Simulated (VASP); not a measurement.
VASP runs on TaN (space group Fm-3m) share one base input (PBE GGA, plane waves, VASP's PBE PAW potentials (set 64)) and change the settings named in each case.

INCAR:
```
SYSTEM = TaN
PREC = Accurate
ENCUT = 400
EDIFF = 1E-6
NELM = 100
ALGO = Normal
LREAL = .FALSE.
LASPH = .TRUE.
ISMEAR = 0
SIGMA = 0.1
GGA = PE
LMAXMIX = 6
LWAVE = .FALSE.
LCHARG = .FALSE.
ISIF = 2
```

### KPOINTS
```
Automatic mesh
0
gamma
9 9 9
```

### POSCAR
```
TaN
1
    0.0000000000     2.2345440000     2.2345440000
    2.2345440000     0.0000000000     2.2345440000
    2.2345440000     2.2345440000     0.0000000000
Ta N
1 1
Direct
  0.5000000000   0.5000000000   0.5000000000
  0.0000000000   0.0000000000   0.0000000000
```

POTCAR, in this order: Ta_pv N (PBE.64 set). Program: vasp_std.

| change | E(σ→0) (eV/atom) | pressure (GPa) | −TS (eV) |
|---|---|---|---|
| base run | -10.9037 | -13.28 | -0.0054 |
| ENCUT = 160 | -11.4301 | -129.47 | -0.0064 |
| ENCUT = 200 | -10.9921 | -80.58 | -0.0066 |
| ENCUT = 240 | -10.9370 | -53.26 | -0.0055 |
| ENCUT = 280 | -10.8881 | -35.54 | -0.0055 |
| ENCUT = 320 | -10.8951 | -24.59 | -0.0056 |
| ENCUT = 360 | -10.8956 | ___ | -0.0054 |
| ENCUT = 460 | -10.9037 | ___ | -0.0054 |
| ENCUT = 520 | -10.9025 | -10.13 | -0.0054 |
| ENCUT = 600 | -10.9036 | -10.23 | -0.0054 |
| ENCUT = 700 | -10.9054 | -10.22 | -0.0054 |
| ENCUT = 800 | -10.9063 | -10.09 | -0.0054 |

Task: What belongs in the gaps?

Result: 
- ENCUT = 360, pressure (GPa): -17.64
- ENCUT = 460, pressure (GPa): -10.64

Energies of different potentials or functionals have different zeros.  Unless said otherwise, spin-orbit coupling is left out, though it shifts the bands of the heavy elements here. The base run's pressure lies -3.19 GPa from that at 800 eV (Pulay error).

Left out are runs that ran out of time, are held back, or changed the cell or the kind of run, fixed moments of cells without a moment, rows past the twelfth, gaps on odd meshes, pressures of charged cells and columns that move by less than the noise.

The structure comes from a computed database's TaN entry; how it stands against other phases isn't given here. The cell was not relaxed at this level, its lattice was scaled by up to 2.5 %.
